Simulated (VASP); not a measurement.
Calculation: PBEsol GGA, VASP's PBE PAW potentials (set 64) (plane waves; VASP).

The input files of a VASP run:

**POSCAR**
```
PIr
1
    1.9346620000    -5.1124130000     0.0000000000
    1.9346620000     5.1124130000     0.0000000000
    0.0000000000     0.0000000000     3.8126780000
P Ir
2 2
Direct
  0.5640000000   0.4360000000   0.2500000000
  0.4360000000   0.5640000000   0.7500000000
  0.8547500000   0.1452500000   0.2500000000
  0.1452500000   0.8547500000   0.7500000000
```

**INCAR**
```
! general
SYSTEM   =  PIr
PREC     =  Accurate
ENCUT    =  300   ! plane-wave cut-off (eV)
LREAL    =  .FALSE.   ! projection in real space or not
LASPH    =  .TRUE.

! electronic loop
EDIFF    =  1E-6   ! SCF stop (eV)
NELM     =  100   ! most electronic steps
ALGO     =  Normal   ! blocked Davidson
LMAXMIX  =  6

! smearing
ISMEAR   =  -1   ! Fermi-Dirac
SIGMA    =  0.1   ! width (eV)

! functional
GGA      =  PS   ! PBEsol

! ions
ISIF     =  2

! output
LWAVE    =  .FALSE.
LCHARG   =  .FALSE.
```

**KPOINTS**
```
Automatic mesh
0
Gamma
6 6 6
0 0 0
```

POTCAR, in this order: P Ir (PBE.64 set). Program: vasp_std.

At this cut-off the stress carries a Pulay error, which pulls relaxed volumes low. Unless said otherwise, spin-orbit coupling is left out, though it shifts the bands of the heavy elements here.

### Question
What does the run give for the energy per atom (σ→0), pressure, largest force, band gap (on the k-mesh)?

### Answer

```json
{
  "energy per atom (σ→0)": "-6.467 eV/atom",
  "band gap (on the k-mesh)": "none (metal, semimetal or under 0.01 eV)",
  "pressure": "-28.60 GPa",
  "largest_force": "1.974 eV/Å"
}
```

### OSZICAR
```
...
DAV:   7    -0.259634892661E+02    0.31218E+00   -0.18145E+00  2916   0.110E+01    0.384E+00
DAV:   8    -0.259375159681E+02    0.25973E-01   -0.20561E-01  2342   0.331E+00    0.808E-01
DAV:   9    -0.259362906069E+02    0.12254E-02   -0.78991E-03  2770   0.599E-01    0.450E-01
DAV:  10    -0.259355825192E+02    0.70809E-03   -0.33517E-03  2284   0.468E-01    0.114E-01
DAV:  11    -0.259355829516E+02   -0.43235E-06   -0.22585E-04  2772   0.922E-02    0.174E-02
DAV:  12    -0.259355847991E+02   -0.18476E-05   -0.82092E-06  2106   0.257E-02    0.103E-02
DAV:  13    -0.259355850922E+02   -0.29307E-06   -0.36720E-07  1104   0.462E-03
   1 F= -.25935585E+02 E0= -.25866078E+02  d E =-.139014E+00
```

The structure was generated: PIr was put into an ordered model structure, which need not be its known phase. The cell was not relaxed at this level. The run is one of a series of settings (GGA = PS against the base run), some of them coarse on purpose.
